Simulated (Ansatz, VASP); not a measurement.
**Sn3SeS2 in VASP and in Ansatz**

Contents of INCAR:

```
SYSTEM = Sn3SeS2
PREC = Accurate ; ENCUT = 520
EDIFF = 1E-6 ; ISMEAR = 0
SIGMA = 0.02 ; LREAL = .FALSE.
LASPH = .TRUE. ; NELM = 60
ALGO = Normal ; ISIF = 2
LWAVE = .FALSE. ; LCHARG = .FALSE.
GGA = PE ; NBANDS = 39
```

Contents of KPOINTS:

```
Automatic mesh
0
G
  12 12 4
  0 0 0
```

File POSCAR:

```
Sn3SeS2
1.0
    4.1868804063      0.0000000000      0.0000000000
   -2.0934402032      3.6259447945      0.0000000000
    0.0000000000      0.0000000000     10.2482033000
Sn Se S
3 1 2
Direct
    0.6666666667      0.3333333333      0.8242870000
    0.0000000000      0.0000000000      0.5000000000
    0.3333333333      0.6666666667      0.1757130000
    0.0000000000      0.0000000000      0.0000000000
    0.3333333333      0.6666666667      0.6622190000
    0.6666666667      0.3333333333      0.3377810000
```

Input for Ansatz:

```yaml
crystal:
  lattice:
    - [4.1868804063, 0.0, 0.0]
    - [-2.0934402032, 3.6259447945, 0.0]
    - [0.0, 0.0, 10.2482033]
  atoms:
    - { symbol: Sn, position: [0.6666666667, 0.3333333333, 0.824287] }
    - { symbol: Sn, position: [0.0, 0.0, 0.5] }
    - { symbol: Sn, position: [0.3333333333, 0.6666666667, 0.175713] }
    - { symbol: Se, position: [0.0, 0.0, 0.0] }
    - { symbol: S, position: [0.3333333333, 0.6666666667, 0.662219] }
    - { symbol: S, position: [0.6666666667, 0.3333333333, 0.337781] }
basis:
  ecutwfc: 420
kpoints:
  mp_grid: { grid: [12, 12, 4] }
  band_path: { path: [VBM, CBM], npoints: 2 }
hamiltonian:
  xc: pbe
scf:
  occupations: { method: gaussian, width: 0.02 }
output:
  forces: false
  stress: false
  eigenvalues: true
checkpoint:
  read: start.run
  write: ck
  compress: false
  write_wavefunctions: false
  write_every: 100000
```

The cell was built by a generator and needn't be a form met in nature.

Alike in both runs: task single point; functional PBE; k mesh 12 × 12 × 4; occupations gaussian, width 0.02 eV; no spin polarisation.

```csv
,VASP,Ansatz
version,VASP 6.6.1,Ansatz 0.2.0
potentials or method,"VASP PAW PBE potentials, release 64 (Sn_d, Se, S)","scalar-relativistic, plane waves, PAW"
plane-wave cutoff (eV),520,420
valence electrons in the cell,60,70
```

```tsv
	VASP	Ansatz	Ansatz less VASP
gap on the k mesh at the Fermi level (eV)	0.42	0.42	0.000
least direct gap on the mesh (eV)	0.50	0.50	+0.001
```

The two sets of potentials don't hold the same shells in valence. Ansatz warned: «band_edges_overlap».

Caveats: spin-orbit coupling is left out, which moves the levels of the heavy elements.
